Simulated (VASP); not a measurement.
An input for Quantum ESPRESSO's pw.x (written as the equivalent of a VASP run, and not itself run):

```
&CONTROL
  calculation = 'vc-relax'
  pseudo_dir = './pseudo'
  outdir = './out'
  tprnfor = .true.
  tstress = .true.
  nstep = 60
  forc_conv_thr = 0.00039
/
&SYSTEM
  ibrav = 0
  nat = 2
  ntyp = 2
  ecutwfc = 82.3
  occupations = 'smearing'
  smearing = 'gaussian'
  degauss = 0.003675
  input_dft = 'pz'
/
&ELECTRONS
  conv_thr = 7.3e-08
  electron_maxstep = 100
/
&IONS
/
&CELL
/
ATOMIC_SPECIES
  In 114.818 In.upf
  Te 127.600 Te.upf
CELL_PARAMETERS angstrom
     0.0000000    3.0800000    3.0800000
     3.0800000    0.0000000    3.0800000
     3.0800000    3.0800000    0.0000000
ATOMIC_POSITIONS crystal
  In   0.0000000  0.0000000  0.0000000
  Te   0.5000000  0.5000000  0.5000000
K_POINTS automatic
  7 7 7 0 0 0
```

**Question.** Write the VASP files for the same calculation (LDA).

**Answer.** Several could match; the one computed here: 
### INCAR
```
LWAVE = .FALSE.
ISMEAR = 0   ! Gaussian
EDIFF = 1E-6   ! SCF stop (eV)
IBRION = 2
ENCUT = 400
LCHARG = .FALSE.
LASPH = .TRUE.   ! aspherical one-centre terms
NSW = 60   ! most ionic steps
PREC = Accurate
SIGMA = 0.05   ! width (eV)
ISIF = 3   ! ions, shape and volume
SYSTEM = InTe
NELM = 100
EDIFFG = -0.01
LREAL = .FALSE.
ALGO = Normal   ! blocked Davidson
LMAXMIX = 4
```

**KPOINTS**
```
Automatic mesh
0
Gamma
7 7 7
0 0 0
```

File POSCAR:
```
InTe
1
    0.0000000000     3.0800000000     3.0800000000
    3.0800000000     0.0000000000     3.0800000000
    3.0800000000     3.0800000000     0.0000000000
In Te
1 1
Direct
  0.0000000000   0.0000000000   0.0000000000
  0.5000000000   0.5000000000   0.5000000000
```

POTCAR, in this order: In_d Te (LDA.64 set). Program: vasp_std.

What does not carry over: the potentials are each code's own (VASP's PAW set, PseudoDojo norm-conserving files in pw.x), so ENCUT and ecutwfc are chosen apart and not converted; conv_thr bounds pw.x's estimated SCF error, while EDIFF bounds the energy change between steps; forc_conv_thr acts on force components and is met together with etot_conv_thr.

The structure comes from a measured InTe entry (Fm-3m) of the Crystallography Open Database, whose conditions weren't checked. This run relaxes it. Symmetry was kept, so distortions that lower it aren't found.
